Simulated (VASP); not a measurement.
Here is the system:

```xyz
2
Lattice="1.8673 1.0781 3.1958 -1.8673 1.0781 3.1958 0.0000 -2.1562 3.1958" Properties=species:S:1:pos:R:3 pbc="T T T"
Ti     0.0000     0.0000     7.3095
S      0.0000     0.0000     2.2780
```

Calculation: PBE GGA, VASP's PBE PAW potentials (set 64) (plane waves; VASP). Settings: 300 eV cut-off, 11×11×11 Γ-centred mesh, Fermi-Dirac smearing of 0.050 eV, potentials Ti_sv S.

At this cut-off the stress carries a Pulay error, which pulls relaxed volumes low.

Question: What does the run give for the energy per atom (σ→0), pressure, band gap (on the k-mesh) with the smallest direct gap where there is one?

Answer: 
```
Item                                                        Result
------------------------  ----------------------------------------
band gap (on the k-mesh)  none (metal, semimetal or under 0.01 eV)
energy per atom (σ→0)                               -6915 meV/atom
pressure                                                -16.15 GPa
```

The structure was generated: TiS was put into an ordered model structure, which need not be its known phase. The cell was not relaxed at this level. VASP warned that the highest band is occupied, so more bands are needed.
